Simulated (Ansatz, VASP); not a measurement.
One calculation of BC5, two programs

```
B C
1.0
     2.55155    0.00000    0.00000
    -1.27578    2.20971    0.00000
     0.00000    0.00000    6.39966
B C
1 5
Direct
  0.33333 0.66667 0.00759
  0.33333 0.66667 0.25951
  0.66667 0.33333 0.33903
  0.00000 0.00000 0.66456
  0.66667 0.33333 0.58136
  0.00000 0.00000 0.89894
```

The cell comes from a database or a generator and needn't be the stable form of this composition.

Alike in both runs: task relaxation of cell and atoms; functional PBE; dispersion D3(BJ); k mesh 9 × 9 × 4; no spin polarisation.

```csv
,VASP,Ansatz
version,VASP 6.6.1,Ansatz 0.2.0
potentials or method,"VASP PAW PBE potentials, release 64 (B, C)","plane waves, PAW"
plane-wave cutoff (eV),600,550
occupations,"methfessel-paxton of order 1, width 0.1 eV",cold
valence electrons in the cell,23,23
```

```csv
,VASP,Ansatz,Ansatz less VASP
relaxed volume (Å³/atom),5.93,5.93,0.000
relaxed cell length with the largest relative difference (Å),6.364,6.365,+0.0011
energy change over the relaxation (meV/atom),-2,-2,+0.1
```

Caveats: pairwise dispersion overbinds metals, which lowers pressure and volume.
